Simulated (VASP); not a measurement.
Level of theory: LDA (Ceperley-Alder, Perdew-Zunger), VASP's LDA PAW potentials (set 64) (plane waves; VASP).

VASP ran on this input.

### KPOINTS
```
Automatic mesh
0
Gamma
8 8 5
0 0 0
```

INCAR:
```
SYSTEM = PtSe2
PREC = Accurate; ENCUT = 300; LREAL = F
LASPH = T
EDIFF = 1E-6; NELM = 100; ALGO = Normal
LMAXMIX = 6
ISMEAR = -1; SIGMA = 0.01
ISIF = 2
LWAVE = F; LCHARG = F
```

### POSCAR
```
PtSe2
1.0
  1.8397630000  -3.1865630000   0.0000000000
  1.8397630000   3.1865630000   0.0000000000
  0.0000000000   0.0000000000   5.0112570000
Pt Se
1 2
direct
  0.0000000000   0.0000000000   0.0000000000
  0.3333330000   0.6666670000   0.2550000000
  0.6666670000   0.3333330000   0.7450000000
```

POTCAR, in this order: Pt Se (LDA.64 set). Program: vasp_std.

Output of the run:

OUTCAR:
```
 ion  position               nearest neighbor table
   1  0.000  0.000  0.000-   2 2.48   3 2.48   3 2.48   2 2.48   3 2.48   2 2.48
   2  0.333  0.667  0.255-   1 2.48   1 2.48   1 2.48
   3  0.667  0.333  0.745-   1 2.48   1 2.48   1 2.48
  LATTYP: Found a hexagonal cell.
 ALAT       =     3.6795260088
 C/A-ratio  =     1.3619300388
 Subroutine PRICEL returns:
 Original cell was already a primitive cell.
 Subroutine GETGRP returns: Found 12 space group operations
The static configuration has the point symmetry D_3d.
The dynamic configuration has the point symmetry D_3d.
 Subroutine INISYM returns: Found 12 space group operations
 Subroutine IBZKPT returns following result:
 Found     40 irreducible k-points:

 Following reciprocal coordinates:
            Coordinates               Weight
  0.000000  0.000000  0.000000      1.000000
  0.125000  0.000000  0.000000      6.000000
  0.250000  0.000000  0.000000      6.000000
  0.375000  0.000000  0.000000      6.000000
  0.500000  0.000000  0.000000      3.000000
  0.125000  0.125000  0.000000      6.000000
  0.250000  0.125000  0.000000     12.000000
  0.375000  0.125000  0.000000     12.000000
  0.250000  0.250000  0.000000      6.000000
  0.375000  0.250000  0.000000      6.000000
  0.000000  0.000000  0.200000      2.000000
  0.125000  0.000000  0.200000      6.000000
  0.000000  0.125000  0.200000      6.000000
  0.250000  0.000000  0.200000      6.000000
  0.000000  0.250000  0.200000      6.000000
  0.375000  0.000000  0.200000      6.000000
  0.000000  0.375000  0.200000      6.000000
  0.500000  0.000000  0.200000      6.000000
  0.125000  0.125000  0.200000     12.000000
  0.250000  0.125000  0.200000     12.000000
 -0.125000  0.375000  0.200000     12.000000
  0.375000  0.125000  0.200000     12.000000
 -0.125000  0.500000  0.200000     12.000000
  0.250000  0.250000  0.200000     12.000000
  0.375000  0.250000  0.200000     12.000000
  0.000000  0.000000  0.400000      2.000000
  0.125000  0.000000  0.400000      6.000000
  0.000000  0.125000  0.400000      6.000000
  0.250000  0.000000  0.400000      6.000000
  0.000000  0.250000  0.400000      6.000000
  0.375000  0.000000  0.400000      6.000000
  0.000000  0.375000  0.400000      6.000000
  0.500000  0.000000  0.400000      6.000000
  0.125000  0.125000  0.400000     12.000000
  0.250000  0.125000  0.400000     12.000000
 -0.125000  0.375000  0.400000     12.000000
  0.375000  0.125000  0.400000     12.000000
 -0.125000  0.500000  0.400000     12.000000
  0.250000  0.250000  0.400000     12.000000
  0.375000  0.250000  0.400000     12.000000
   k-points           NKPTS =     40   k-points in BZ     NKDIM =     40   number of bands    NBANDS=     15
   number of dos      NEDOS =    301   number of ions     NIONS =      3
   total plane-waves  NPLWV =  16128
   dimension x,y,z NGX =    24 NGY =   24 NGZ =   28
   dimension x,y,z NGXF=    48 NGYF=   48 NGZF=   56
   ions per type =               1   2
   PREC   = accura    normal or accurate (medium, high low for compatibility)
   ISTART =      0    job   : 0-new  1-cont  2-samecut
   ICHARG =      2    charge: 1-file 2-atom 10-const
   ISPIN  =      1    spin polarized calculation?
   LNONCOLLINEAR =      F non collinear calculations
   LSORBIT =      F    spin-orbit coupling
   INIWAV =      1    electr: 0-lowe 1-rand  2-diag
   ENCUT  =  300.0 eV  22.05 Ry    4.70 a.u.   5.20  5.20  7.08*2*pi/ulx,y,z
   NELM   =    100;   NELMIN=  2; NELMDL= -5     # of ELM steps
   EDIFF  = 0.1E-05   stopping-criterion for ELM
   LREAL  =      F    real-space projection
...
```

### OSZICAR
```
       N       E                     dE             d eps       ncg     rms          rms(c)
DAV:   1     0.736919761214E+02    0.73692E+02   -0.76292E+03  1344   0.811E+02
DAV:   2    -0.150235753599E+02   -0.88716E+02   -0.86530E+02  1564   0.190E+02
DAV:   3    -0.178858254683E+02   -0.28623E+01   -0.28554E+01  1494   0.368E+01
DAV:   4    -0.179036652221E+02   -0.17840E-01   -0.17839E-01  1445   0.313E+00
DAV:   5    -0.179038598070E+02   -0.19458E-03   -0.19459E-03  1515   0.312E-01    0.142E+01
DAV:   6    -0.172752619755E+02    0.62860E+00   -0.47009E+00  1221   0.216E+01    0.837E+00
DAV:   7    -0.170967139232E+02    0.17855E+00   -0.92665E-01  1221   0.103E+01    0.408E+00
DAV:   8    -0.170626058622E+02    0.34108E-01   -0.61486E-02  1368   0.209E+00    0.905E-01
DAV:   9    -0.170603330225E+02    0.22728E-02   -0.54951E-03  1368   0.745E-01    0.184E-01
DAV:  10    -0.170603395131E+02   -0.64905E-05   -0.86222E-04  1396   0.212E-01    0.334E-02
DAV:  11    -0.170603341304E+02    0.53826E-05   -0.51715E-05  1340   0.529E-02    0.256E-02
DAV:  12    -0.170603331087E+02    0.10218E-05   -0.57238E-06  1418   0.141E-02    0.653E-03
DAV:  13    -0.170603330957E+02    0.12937E-07   -0.35019E-07   649   0.420E-03
   1 F= -.17060333E+02 E0= -.17060126E+02  d E =-.414404E-03
```

File OUTCAR:
```
------------------------ aborting loop because EDIFF is reached ----------------------------------------
  FORCE on cell =-STRESS in cart. coord.  units (eV):
  Direction    XX          YY          ZZ          XY          YZ          ZX
  --------------------------------------------------------------------------------------
  Total        1.5099389      1.5099389      0.1994089      0.0000000      0.0000000      0.0000000
  in kB       41.1726569     41.1726571      5.4374342      0.0000000      0.0000000      0.0000000
  external PRESSURE =      29.2609161 kB  Pullay stress =       0.0000000 kB
  volume of cell :       58.76
      direct lattice vectors                 reciprocal lattice vectors
     1.839763000 -3.186563000  0.000000000     0.271774136 -0.156908870  0.000000000
     1.839763000  3.186563000  0.000000000     0.271774136  0.156908870  0.000000000
     0.000000000  0.000000000  5.011257000     0.000000000  0.000000000  0.199550731
 POSITION                                       TOTAL-FORCE (eV/Angst)
 -----------------------------------------------------------------------------------
      0.00000      0.00000      0.00000         0.000000      0.000000     -0.000000
      1.83976      1.06219      1.27787         0.000000      0.000000      0.392785
      1.83976     -1.06219      3.73339        -0.000000     -0.000000     -0.392785
 -----------------------------------------------------------------------------------
    total drift:                               -0.000000     -0.000000      0.000000
  FREE ENERGIE OF THE ION-ELECTRON SYSTEM (eV)
  ---------------------------------------------------
  free  energy   TOTEN  =       -17.0603330957 eV

  energy  without entropy=      -17.0599186914  energy(sigma->0) =      -17.06012589
```
(Selected blocks of OUTCAR.)

At this cut-off the stress carries a Pulay error, which pulls relaxed volumes low.

The structure is a typed PtSe2 crystal (P-3m1). The cell was not relaxed at this level, and its volume differs by -5.9 % from the start's.
